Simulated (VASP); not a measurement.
```
CELL_PARAMETERS angstrom
      3.88697     0.00000     0.00000
     -1.94348     3.36621     0.00000
      0.00000     0.00000     5.21951
ATOMIC_POSITIONS crystal
  Te 0.33333 0.66667 0.25868
  Te 0.66667 0.33333 0.74132
  Rh 0.00000 0.00000 0.00000
```

Computed with LDA (Ceperley-Alder, Perdew-Zunger) with spin-orbit coupling, VASP's LDA PAW potentials (set 64) (plane waves; VASP). Run with 400 eV cut-off, 8×8×6 Γ-centred mesh, Gaussian smearing of 0.050 eV, potentials Te Rh_pv.

Question: Give the energies of bands 19 to 32 at the high-symmetry points, in eV from the Fermi level.

Answer: 
```json
[
 {"band": "19", "Γ": "-2.22", "M": "-2.92", "K": "-3.29", "A": "-2.26", "L": "-2.01", "H": "-2.85"},
 {"band": "20", "Γ": "-2.22", "M": "-2.92", "K": "-3.29", "A": "-2.26", "L": "-2.01", "H": "-2.85"},
 {"band": "21", "Γ": "-1.14", "M": "-2.47", "K": "-2.04", "A": "-1.95", "L": "-1.84", "H": "-2.73"},
 {"band": "22", "Γ": "-1.14", "M": "-2.47", "K": "-2.04", "A": "-1.95", "L": "-1.84", "H": "-2.73"},
 {"band": "23", "Γ": "0.02", "M": "-1.89", "K": "-1.46", "A": "-0.46", "L": "-1.51", "H": "-1.94"},
 {"band": "24", "Γ": "0.02", "M": "-1.89", "K": "-1.46", "A": "-0.46", "L": "-1.51", "H": "-1.94"},
 {"band": "25", "Γ": "0.93", "M": "-1.71", "K": "-0.70", "A": "0.13", "L": "-1.50", "H": "-1.30"},
 {"band": "26", "Γ": "0.93", "M": "-1.71", "K": "-0.70", "A": "0.13", "L": "-1.50", "H": "-1.30"},
 {"band": "27", "Γ": "1.94", "M": "-1.19", "K": "-0.54", "A": "0.21", "L": "0.05", "H": "-1.18"},
 {"band": "28", "Γ": "1.94", "M": "-1.19", "K": "-0.54", "A": "0.21", "L": "0.05", "H": "-1.18"},
 {"band": "29", "Γ": "2.25", "M": "1.32", "K": "0.87", "A": "3.12", "L": "1.42", "H": "3.22"},
 {"band": "30", "Γ": "2.25", "M": "1.32", "K": "0.87", "A": "3.12", "L": "1.42", "H": "3.22"},
 {"band": "31", "Γ": "2.49", "M": "3.54", "K": "0.91", "A": "3.55", "L": "2.85", "H": "3.45"},
 {"band": "32", "Γ": "2.49", "M": "3.54", "K": "0.91", "A": "3.55", "L": "2.85", "H": "3.45"}
]
```

It has no gap at this level: it comes out as a metal or semimetal.

The structure comes from a computed database's Te2Rh entry (P-3m1); how it stands against other phases isn't given here. It was relaxed first, which changed the volume by -8 %.
